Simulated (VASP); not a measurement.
```yaml
crystal:
  lattice:
    - [6.36869, 0.00000, 0.00000]
    - [0.00000, 6.36869, 0.00000]
    - [0.00000, 0.00000, 6.36869]
  atoms:
    - { symbol: Sn, position: [0.00000, 0.00000, 0.00000] }
    - { symbol: I, position: [0.24378, 0.75622, 0.75622] }
    - { symbol: I, position: [0.75622, 0.75622, 0.24378] }
    - { symbol: I, position: [0.75622, 0.24378, 0.75622] }
    - { symbol: I, position: [0.24378, 0.24378, 0.24378] }
```

All values below come from PBEsol GGA, VASP's PBE PAW potentials (set 64) (plane waves; VASP). Settings: 300 eV cut-off, 3×3×3 Γ-centred mesh, Gaussian smearing of 0.010 eV, potentials Sn_d I.

### Question
Estimate the energy per atom (σ→0).

### Answer

```json
{
 "energy per atom (σ→0)": "-2.522 eV/atom"
}
```

The structure comes from a computed database's SnI4 entry (P-43m); how it stands against other phases isn't given here. The cell was not relaxed at this level.
